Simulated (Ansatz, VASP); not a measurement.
# BeCd3S4: VASP beside Ansatz

```xyz
8
Lattice="5.6716 0.0000 0.0000 0.0000 5.6716 0.0000 0.0000 0.0000 5.6716" Properties=species:S:1:pos:R:3 pbc="T T T"
Be    0.0000    0.0000    0.0000
S     1.2570    1.2570    1.2570
S     4.4146    4.4146    1.2570
S     4.4146    1.2570    4.4146
S     1.2570    4.4146    4.4146
Cd    2.8358    2.8358    0.0000
Cd    2.8358    0.0000    2.8358
Cd    0.0000    2.8358    2.8358
```

Alike in both runs: task single point; functional r2SCAN; k mesh 4 × 4 × 4; no spin polarisation.

|  | VASP | Ansatz |
| --- | --- | --- |
| version | VASP 6.6.1 | Ansatz 0.2.0 |
| potentials or method | VASP PAW PBE potentials, release 64 (Be, S, Cd) | plane waves, PAW |
| plane-wave cutoff (eV) | 520 | 500 |
| occupations | gaussian, width 0.01 eV | fixed |
| valence electrons in the cell | 62 | 86 |

```csv
,VASP,Ansatz,Ansatz less VASP
gap on the k mesh at the Fermi level (eV),2.08,2.08,-0.007
pressure (GPa),-1.7,-1.9,-0.26
rms of the force components (eV/Å),0.003,0.013,+0.0096
```

The two sets of potentials don't hold the same shells in valence.

Caveats: the PAW data sets were made with another functional, which shifts forces and pressure a little (VASP). A k mesh can miss the band edges. r2SCAN opens gaps a little over a GGA but as a rule still falls short of measured ones.
